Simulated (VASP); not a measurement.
Level of theory: PBE GGA, VASP's PBE PAW potentials (set 64) (plane waves; VASP).

A VASP calculation is set up with these files.

INCAR:
```
SYSTEM = AuZn
PREC = Accurate
ENCUT = 400
EDIFF = 1E-6
NELM = 100
ALGO = Normal
LREAL = .FALSE.
LASPH = .TRUE.
ISMEAR = 1
SIGMA = 0.1
GGA = PE
LMAXMIX = 6
LWAVE = .FALSE.
LCHARG = .FALSE.
ISIF = 2
```

POSCAR:
```
AuZn
6.4068240
  0.4989700045   0.0000000000   0.0000000000
  0.0000000000   0.4826945457   0.0000000000
  0.0000000000   0.0000000000   0.5000000000
Zn Au
1 1
Cartesian
  0.2494850022   0.2413472728   0.2500000000
  0.0125456028   0.0000000000   0.0000000000
```

### KPOINTS
```
Automatic mesh
0
Gamma
4 4 4
0 0 0
```

POTCAR, in this order: Zn Au (PBE.64 set). Program: vasp_std.

Question: What will the output report for the number of irreducible k-points (NKPTS), number of bands (NBANDS), largest plane-wave count, number of space-group operations, FFT grid (NGX, NGY, NGZ)?

Answer: 
number of irreducible k-points (NKPTS): 27
number of bands (NBANDS): 15
largest plane-wave count: 595
number of space-group operations: 4
FFT grid (NGX, NGY, NGZ): 24 × 20 × 24

The compound is AuZn in the CsCl type structure. The cell was not relaxed at this level, atoms are displaced from their ideal sites. The k-mesh is coarse (spacing up to 0.51 per Å, 2π included), so the numbers may not be converged in it. The run is one of a series of settings (KPOINTS 4×4×4 Γ-centred mesh against the base run), some of them coarse on purpose. The electron count is odd and the run is not spin-polarised, which forces a metal.
